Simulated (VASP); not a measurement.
Here is the system:

```
FeSi
1.0
    4.44682     0.00000     0.00000
    0.00000     4.44682     0.00000
    0.00000     0.00000     4.44682
Fe Si
4 4
Direct
  0.86339   0.63661   0.36339
  0.36339   0.86339   0.63661
  0.13661   0.13661   0.13661
  0.63661   0.36339   0.86339
  0.15907   0.34093   0.65907
  0.65907   0.15907   0.34093
  0.84093   0.84093   0.84093
  0.34093   0.65907   0.15907
```

All values below come from PBE GGA, VASP's PBE PAW potentials (set 64) (plane waves; VASP 6.6.1). Run with 400 eV cut-off, Gaussian smearing of 0.050 eV, potentials Fe Si.

Question: Estimate the band gap (along the path) with the smallest direct gap where there is one.

Answer: 
```json
{
 "band gap (along the path)": "0.16 eV",
 "smallest direct gap (along the path)": "0.20 eV"
}
```

The absolute energy has meaning only against runs of the same code, potentials and settings.

The compound is FeSi in the B20 structure. It was relaxed first. The run is not spin-polarised, so no magnetic state was tried.
